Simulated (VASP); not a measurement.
# WSe2: input slips in a phonon run and what they do, part 2 of 2

Aim: see how common mistakes in a phonon run show up, on WSe2. The starting structure is a measured crystal structure from the Crystallography Open Database.

VASP 6.6.1.

Results so far: reference B1g (2) 310.7 cm⁻¹.

**3. Modes with low precision and real-space projectors**

Level of this step: LDA; plane waves and PAW (W, Se) (VASP).

A slip made on purpose: low precision and real-space projectors. Against step 2 the input has PREC = Low and LREAL = Auto (also changed: NELM).

The input, INCAR:

```
SYSTEM = WSe2
PREC = Low
ENCUT = 450
EDIFF = 1E-08
NELM = 60
ISMEAR = 0
SIGMA = 0.03
LREAL = Auto
ALGO = Normal
GGA = CA
NBANDS = 24
LASPH = .TRUE.
LORBIT = 11
LWAVE = .FALSE.
LCHARG = .FALSE.
KPAR = 8
IBRION = 6
NFREE = 2
POTIM = 0.015
NSW = 1
ISIF = 2
```

The input, POSCAR:

```
WSe2
1.0
    3.2493452226      0.0000000000      0.0000000000
   -1.6246726113      2.8140155084      0.0000000000
    0.0000000000      0.0000000000     12.8205758161
W Se
2 4
Direct
    0.6666666667      0.3333333333      0.7500000000
    0.3333333333      0.6666666667      0.2500000000
    0.6666666667      0.3333333333      0.3801040014
    0.3333333333      0.6666666667      0.8801040014
    0.6666666667      0.3333333333      0.1198959986
    0.3333333333      0.6666666667      0.6198959986
```

The input, KPOINTS:

```
Automatic mesh
0
Gamma
9 9 2
0 0 0
```

The projector-augmented-wave data sets are W and Se (LDA family, release 64).

On the command line:

```console
mpirun -np 8 vasp_std
```

The log of the run:

```text
[banner, memory and clock lines left out]
running    8 mpi-ranks, on    1 nodes
[...]
[... a notice as in an earlier step ...]

|                                                                             |
|               ----> ADVICE to this user running VASP <----                  |
|                                                                             |
|     You have a (more or less) 'small supercell' and for smaller cells       |
|     it is recommended to use the reciprocal-space projection scheme!        |
|     The real-space optimization is not efficient for small cells and it     |
|     is also less accurate ...                                               |
|     Therefore, set LREAL=.FALSE. in the INCAR file.                         |
|                                                                             |

 LDA part: xc-table for (Slater(with rela. corr.)+CA(PZ))
 , standard interpolation
 POSCAR, INCAR and KPOINTS ok, starting setup
[...]
entering main loop
[...]
DAV:   1     0.163056645499E+03    0.16306E+03   -0.14669E+04  1152   0.117E+03
DAV:   2    -0.380803484324E+02   -0.20114E+03   -0.19394E+03  1584   0.236E+02
DAV:   3    -0.504664903696E+02   -0.12386E+02   -0.12292E+02  1496   0.614E+01
DAV:   4    -0.506919749977E+02   -0.22548E+00   -0.22484E+00  1496   0.833E+00
[...]
DAV:  14    -0.486969638425E+02    0.67873E-07   -0.46993E-06  1608   0.996E-03    0.733E-03
DAV:  15    -0.486969635722E+02    0.27031E-06   -0.11986E-06  1656   0.596E-03    0.481E-04
DAV:  16    -0.486969635762E+02   -0.39845E-08   -0.45455E-08  1440   0.120E-03
   1 F= -.48696964E+02 E0= -.48696964E+02  d E =-.379168E-19
[... from here on, the cycles between the ionic steps are left out ...]
   2 F= -.48695789E+02 E0= -.48695789E+02  d E =-.717337E-19
   3 F= -.48695788E+02 E0= -.48695788E+02  d E =-.721308E-19
   4 F= -.48695514E+02 E0= -.48695514E+02  d E =-.589149E-18
   5 F= -.48695514E+02 E0= -.48695514E+02  d E =-.588429E-18
   6 F= -.48700697E+02 E0= -.48700697E+02  d E =-.149041E-18
   7 F= -.48700698E+02 E0= -.48700698E+02  d E =-.147804E-18
   8 F= -.48708861E+02 E0= -.48708861E+02  d E =-.350017E-17
   9 F= -.48686805E+02 E0= -.48686805E+02  d E =-.345800E-19
 Finite differences progress:
  Degree of freedom:   4/  4
  Displacement:        2/  2
  Total:               8/  8
```

The job ended after 52 s (8 MPI ranks of Intel Xeon Platinum 8488C (Sapphire Rapids), shared host; peak memory 2.5 GiB; 6.7 min of CPU time).

OUTCAR, selected parts (step 3):

```text
  Total       -1.0040050     -1.0040050      1.4673170      0.0000000      0.0000000     -0.0000000
  in kB      -13.7219741    -13.7219741     20.0541690      0.0000000      0.0000000     -0.0000000
  external PRESSURE =      -2.4632597 kB  Pullay stress =       0.0000000 kB

 POSITION                                       TOTAL-FORCE (eV/Angst)
 -----------------------------------------------------------------------------------
      1.62467      0.93801      9.61543         0.000000     -0.000000      0.093367
     -0.00000      1.87601      3.20514         0.000000     -0.000000     -0.135180
      1.62467      0.93801      4.85815         0.000000     -0.000000      0.703358
     -0.00000      1.87601     11.28344         0.000000      0.000000      1.002896
      1.62467      0.93801      1.53714         0.000000     -0.000000     -0.843773
     -0.00000      1.87601      7.94742        -0.000000     -0.000000     -0.820668
 -----------------------------------------------------------------------------------
    total drift:                               -0.000003     -0.000006     -0.560009

  FREE ENERGIE OF THE ION-ELECTRON SYSTEM (eV)
  ---------------------------------------------------
  free  energy   TOTEN  =       -48.6868047510 eV

  energy  without entropy=      -48.6868047510  energy(sigma->0) =      -48.68680475

[... 2 parts as in an earlier step ...]

[... 1 further part left out ...]
[key lines of the parts left out:]
E-fermi :   5.8881
```

Three frequencies should lie near zero, those of the translations, and here fewer than three do (the smallest in size are -24.6, -96.0 and -96.0 cm⁻¹), so no mode of this run is used. As printed, the frequencies run from -303.3 to 208.7 cm⁻¹, imaginary ones as negative numbers.

The last energy, forces and stress in OUTCAR belong to the last displaced cell, not to that of POSCAR.

**4. Modes with a cutoff far too low**

A slip made on purpose: a cutoff far too low. Against step 2 the input has ENCUT = 120 (also changed: NELM).

Changes to INCAR since step 3:

```diff
@@ -1,4 +1,4 @@
 SYSTEM = WSe2
-PREC = Low
-ENCUT = 450
+PREC = Accurate
+ENCUT = 120
 EDIFF = 1E-08
@@ -7,3 +7,3 @@
 SIGMA = 0.03
-LREAL = Auto
+LREAL = .FALSE.
 ALGO = Normal
```

POSCAR is that of step 3.

KPOINTS is that of step 3.

On the command line:

```console
mpirun -np 8 vasp_std
```

The log of the run:

```text
[banner, memory and clock lines left out]
running    8 mpi-ranks, on    1 nodes
[...]
[... a notice as in an earlier step ...]

 LDA part: xc-table for (Slater(with rela. corr.)+CA(PZ))
 , standard interpolation
 POSCAR, INCAR and KPOINTS ok, starting setup
[...]
entering main loop
       N       E                     dE             d eps       ncg     rms          rms(c)
DAV:   1     0.368653768024E+02    0.36865E+02   -0.65945E+03  1208   0.396E+02
DAV:   2    -0.530177289376E+02   -0.89883E+02   -0.88093E+02  1552   0.122E+02
DAV:   3    -0.564463507675E+02   -0.34286E+01   -0.34143E+01  1512   0.266E+01
DAV:   4    -0.564842509184E+02   -0.37900E-01   -0.37881E-01  1496   0.268E+00
[...]
DAV:  19    -0.522983399012E+02   -0.52646E-07   -0.97576E-10   760   0.122E-04    0.590E-05
DAV:  20    -0.522983399186E+02   -0.17372E-07   -0.32285E-10   728   0.567E-05    0.202E-05
DAV:  21    -0.522983399258E+02   -0.71991E-08   -0.13951E-10   736   0.371E-05
   1 F= -.52298340E+02 E0= -.52298340E+02  d E =-.279994E-11
[... from here on, the cycles between the ionic steps are left out ...]
   2 F= -.52295564E+02 E0= -.52295564E+02  d E =-.107483E-20
   3 F= -.52295564E+02 E0= -.52295564E+02  d E =-.183018E-12
   4 F= -.52294094E+02 E0= -.52294094E+02  d E =-.773285E-16
   5 F= -.52294094E+02 E0= -.52294094E+02  d E =-.108693E-15
   6 F= -.52296988E+02 E0= -.52296988E+02  d E =-.139246E-15
   7 F= -.52296988E+02 E0= -.52296988E+02  d E =-.120598E-15
   8 F= -.52300909E+02 E0= -.52300909E+02  d E =-.134863E-14
   9 F= -.52291094E+02 E0= -.52291094E+02  d E =-.818705E-16
 Finite differences progress:
  Degree of freedom:   4/  4
  Displacement:        2/  2
  Total:               8/  8
```

The job ended after 13 s (8 MPI ranks; peak memory 1.3 GiB; 90 s of CPU time).

From OUTCAR (step 4):

```text
  Total      -30.9343042    -30.9343042    -27.3730880     -0.0000000      0.0000000      0.0000000
  in kB     -422.7864514   -422.7864514   -374.1144671     -0.0000000      0.0000000      0.0000000
  external PRESSURE =    -406.5624566 kB  Pullay stress =       0.0000000 kB

 POSITION                                       TOTAL-FORCE (eV/Angst)
 -----------------------------------------------------------------------------------
      1.62467      0.93801      9.61543         0.000000     -0.000000      0.000689
     -0.00000      1.87601      3.20514         0.000000     -0.000000     -0.286800
      1.62467      0.93801      4.85815        -0.000000     -0.000000      0.641659
     -0.00000      1.87601     11.28344        -0.000000      0.000000      0.324859
      1.62467      0.93801      1.53714        -0.000000      0.000000     -0.348491
     -0.00000      1.87601      7.94742         0.000000     -0.000000     -0.331915
 -----------------------------------------------------------------------------------
    total drift:                               -0.000001     -0.000001     -0.000363

  FREE ENERGIE OF THE ION-ELECTRON SYSTEM (eV)
  ---------------------------------------------------
  free  energy   TOTEN  =       -52.2910936791 eV

  energy  without entropy=      -52.2910936791  energy(sigma->0) =      -52.29109368

[... 1 part as in an earlier step ...]

[... 2 further parts left out ...]
[key lines of the parts left out:]
E-fermi :   6.0998
```

With a cutoff far too low the compared modes are at the top B1g (2) 350.3, A2u 347.1 cm⁻¹, at the bottom B1g (1) 36.8, E2g 29.0 cm⁻¹, with 4 more of the listed ones between; the largest shift among the levels compared is +39.6 cm⁻¹, in B1g (2), from the reference.

**5. Modes with one-sided displacements**

A slip made on purpose: one-sided displacements. Against step 2 the input has NFREE = 1 (also changed: NELM).

Changes to INCAR since step 4:

```diff
@@ -2,3 +2,3 @@
 PREC = Accurate
-ENCUT = 120
+ENCUT = 450
 EDIFF = 1E-08
@@ -17,3 +17,3 @@
 IBRION = 6
-NFREE = 2
+NFREE = 1
 POTIM = 0.015
```

POSCAR is that of step 4.

KPOINTS is that of step 4.

On the command line:

```console
mpirun -np 8 vasp_std
```

The log of the run:

```text
[... set-up lines as in an earlier step ...]
 entering main loop
       N       E                     dE             d eps       ncg     rms          rms(c)
[... 16 cycles as in an earlier step ...]
   1 F= -.48659597E+02 E0= -.48659597E+02  d E =-.338651E-18
[...]
2 F= -.48657407E+02 E0= -.48657407E+02  d E =-.120840E-18
[...]
3 F= -.48656224E+02 E0= -.48656224E+02  d E =-.968753E-18
[...]
4 F= -.48658542E+02 E0= -.48658542E+02  d E =-.242054E-18
[...]
5 F= -.48657737E+02 E0= -.48657737E+02  d E =-.570069E-17
 Finite differences progress:
  Degree of freedom:   4/  4
  Displacement:        1/  1
  Total:               4/  4
```

Wall time 50 s (8 MPI ranks); peak memory 3 GiB; 6.2 min of CPU time.

OUTCAR, selected parts (step 5):

```text
  Total       -0.1617627     -0.1617627     -0.4274062     -0.0000000      0.0000000     -0.0000000
  in kB       -2.2108495     -2.2108495     -5.8414619     -0.0000000      0.0000000     -0.0000000
  external PRESSURE =      -3.4210536 kB  Pullay stress =       0.0000000 kB

 POSITION                                       TOTAL-FORCE (eV/Angst)
 -----------------------------------------------------------------------------------
      1.62467      0.93801      9.61543         0.000000      0.000000      0.000119
     -0.00000      1.87601      3.20514        -0.000000      0.000000      0.218415
      1.62467      0.93801      4.88815         0.000000     -0.000000     -0.247895
     -0.00000      1.87601     11.28344         0.000000     -0.000000      0.002191
      1.62467      0.93801      1.53714         0.000000     -0.000000      0.024716
     -0.00000      1.87601      7.94742        -0.000000     -0.000000      0.002454
 -----------------------------------------------------------------------------------
    total drift:                                0.000000     -0.000000     -0.000237

  FREE ENERGIE OF THE ION-ELECTRON SYSTEM (eV)
  ---------------------------------------------------
  free  energy   TOTEN  =       -48.6577368329 eV

  energy  without entropy=      -48.6577368329  energy(sigma->0) =      -48.65773683

[... 2 parts as in an earlier step ...]

[... 1 further part left out ...]
[key lines of the parts left out:]
E-fermi :   5.8595
```

With one-sided displacements the compared modes are at the top B1g (2) 309.2, A2u 306.7 cm⁻¹, at the bottom B1g (1) 38.7, E2g 24.7 cm⁻¹, with 4 more of the listed ones between; the largest shift among the levels compared is -2.2 cm⁻¹, in B2u, from the reference.

**6. Modes with a structure that was not relaxed**

A slip made on purpose: a structure that was not relaxed. Against step 2 the input has another starting structure (also changed: NELM).

Changes to INCAR since step 5:

```diff
@@ -17,3 +17,3 @@
 IBRION = 6
-NFREE = 1
+NFREE = 2
 POTIM = 0.015
```

The input, POSCAR:

```
WSe2
1.0
    3.2820000000      0.0000000000      0.0000000000
   -1.6410000000      2.8422953752      0.0000000000
    0.0000000000      0.0000000000     12.9600000000
W Se
2 4
Direct
    0.6666666667      0.3333333333      0.7500000000
    0.3333333333      0.6666666667      0.2500000000
    0.6666666667      0.3333333333      0.3789000000
    0.3333333333      0.6666666667      0.8789000000
    0.6666666667      0.3333333333      0.1211000000
    0.3333333333      0.6666666667      0.6211000000
```

KPOINTS is that of step 5.

On the command line:

```console
mpirun -np 8 vasp_std
```

The log of the run:

```text
[... set-up lines as in an earlier step ...]
 entering main loop
       N       E                     dE             d eps       ncg     rms          rms(c)
DAV:   1     0.159625646252E+03    0.15963E+03   -0.14397E+04  1152   0.116E+03
DAV:   2    -0.375622410847E+02   -0.19719E+03   -0.19079E+03  1544   0.234E+02
DAV:   3    -0.504945972828E+02   -0.12932E+02   -0.12843E+02  1536   0.609E+01
DAV:   4    -0.507106750563E+02   -0.21608E+00   -0.21583E+00  1528   0.821E+00
[...]
DAV:  14    -0.486313272555E+02    0.13579E-06   -0.24955E-06  1640   0.724E-03    0.436E-03
DAV:  15    -0.486313271178E+02    0.13777E-06   -0.53158E-07  1680   0.402E-03    0.648E-04
DAV:  16    -0.486313271205E+02   -0.27374E-08   -0.36784E-08  1416   0.101E-03
   1 F= -.48631327E+02 E0= -.48631327E+02  d E =-.199296E-12
[... from here on, the cycles between the ionic steps are left out ...]
   2 F= -.48629250E+02 E0= -.48629250E+02  d E =-.225067E-16
   3 F= -.48629250E+02 E0= -.48629250E+02  d E =-.270159E-16
   4 F= -.48628131E+02 E0= -.48628131E+02  d E =-.184179E-15
   5 F= -.48628131E+02 E0= -.48628131E+02  d E =-.183958E-15
   6 F= -.48630327E+02 E0= -.48630327E+02  d E =-.524463E-16
   7 F= -.48630327E+02 E0= -.48630327E+02  d E =-.524202E-16
   8 F= -.48625796E+02 E0= -.48625796E+02  d E =-.780671E-15
   9 F= -.48633257E+02 E0= -.48633257E+02  d E =-.193818E-16
 Finite differences progress:
  Degree of freedom:   4/  4
  Displacement:        2/  2
  Total:               8/  8
```

The job ended after 92 s (8 MPI ranks; peak memory 3.5 GiB).

Parts of OUTCAR (step 6):

```text
  Total       -2.3361852     -2.3361852     -1.6728774      0.0000000      0.0000000     -0.0000000
  in kB      -30.9602935    -30.9602935    -22.1698065      0.0000000      0.0000000     -0.0000000
  external PRESSURE =     -28.0301312 kB  Pullay stress =       0.0000000 kB

 POSITION                                       TOTAL-FORCE (eV/Angst)
 -----------------------------------------------------------------------------------
      1.64100      0.94743      9.72000        -0.000000      0.000000      0.000074
     -0.00000      1.89486      3.24000        -0.000000      0.000000     -0.215096
      1.64100      0.94743      4.89554        -0.000000     -0.000000     -0.005730
     -0.00000      1.89486     11.39054         0.000000     -0.000000     -0.250713
      1.64100      0.94743      1.56946        -0.000000      0.000000      0.223915
     -0.00000      1.89486      8.04946         0.000000      0.000000      0.247550
 -----------------------------------------------------------------------------------
    total drift:                                0.000000      0.000000     -0.000114

  FREE ENERGIE OF THE ION-ELECTRON SYSTEM (eV)
  ---------------------------------------------------
  free  energy   TOTEN  =       -48.6332567542 eV

  energy  without entropy=      -48.6332567542  energy(sigma->0) =      -48.63325675

[... 1 part as in an earlier step ...]

[... 2 further parts left out ...]
[key lines of the parts left out:]
E-fermi :   5.5362
```

With a structure that was not relaxed the compared modes are at the top B1g (2) 302.1, A2u 300.2 cm⁻¹, at the bottom B1g (1) 32.9, E2g 22.0 cm⁻¹, with 4 more of the listed ones between; the largest shift among the levels compared is -8.6 cm⁻¹, in B1g (2), from the reference.

**7. Comparison**

| run | ended | B1g (2) | A2u | A1g | B2u | E1g | E2u | B1g (1) | E2g | imaginary modes, each partner counted | core minutes |
| --- | --- | --- | --- | --- | --- | --- | --- | --- | --- | --- | --- |
| reference | converged | 310.7 | 308.3 | 255.0 | 252.3 | 176.9 | 175.3 | 38.4 | 24.8 | 0 | 11.5 |
| low precision and real-space projectors | finished, not usable | - | - | - | - | - | - | - | - | - | 6.93 |
| a cutoff far too low | converged | 350.3 | 347.1 | 279.1 | 274.8 | 201.6 | 199.8 | 36.8 | 29.0 | 0 | 1.71 |
| one-sided displacements | converged | 309.2 | 306.7 | 252.9 | 250.1 | 176.9 | 175.3 | 38.7 | 24.7 | 0 | 6.67 |
| a structure that was not relaxed | converged | 302.1 | 300.2 | 248.0 | 246.2 | 172.2 | 170.9 | 32.9 | 22.0 | 0 | 12.3 |

Modes are in cm⁻¹, degenerate ones as one, matched between runs by symmetry and order. A number in brackets counts the listed modes of one symmetry from the lowest. The symmetry labels come from an automatic analysis and can be wrong where levels nearly coincide. Levels within 1 cm⁻¹ of another in the first run are left out, since their labels are uncertain. Core minutes are wall time times ranks of the run shown, on a shared host.

**8. Summary of results**

- B1g (2), reference: 310.7 cm⁻¹
- E2g, reference: 24.8 cm⁻¹
- B1g (2), a cutoff far too low: 350.3 cm⁻¹
- E2g, a cutoff far too low: 29.0 cm⁻¹
- B1g (2), one-sided displacements: 309.2 cm⁻¹
- E2g, one-sided displacements: 24.7 cm⁻¹
- B1g (2), a structure that was not relaxed: 302.1 cm⁻¹
- E2g, a structure that was not relaxed: 22.0 cm⁻¹
- run with low precision and real-space projectors: finished, not usable

In words: Finished, but so rough that the translations don't all come out near zero: low precision and real-space projectors. Finished, but with signs in the output that stand out against the reference: a cutoff far too low, with modes among those compared off by up to +40 cm⁻¹, in B1g (2) (signs: a pressure of -41.0 GPa on the undisplaced cell and forces of up to 0.33 eV/Å on the undisplaced atoms); a structure that was not relaxed, with modes among those compared off by up to -8.6 cm⁻¹, in B1g (2) (signs: a pressure of -3.1 GPa on the undisplaced cell and forces of up to 0.25 eV/Å on the undisplaced atoms). Little came of one-sided displacements in this material. The frequencies are harmonic, and the splitting of polar modes by their long-range field is left out. Further runs on this material are not shown.

[Lines on the potential files, build, host, timing and source positions are cut from VASP's logs without a mark.]

[Logs are printed without paths, hosts, clocks, repeated set-up lines and the standing remarks that a program may print on its own settings, such as how far it seeks lower states.]

[Hosts, paths, dates, database ids (printed as entryN), source tags and the programs' standing remarks are cut or masked in the printed files.]
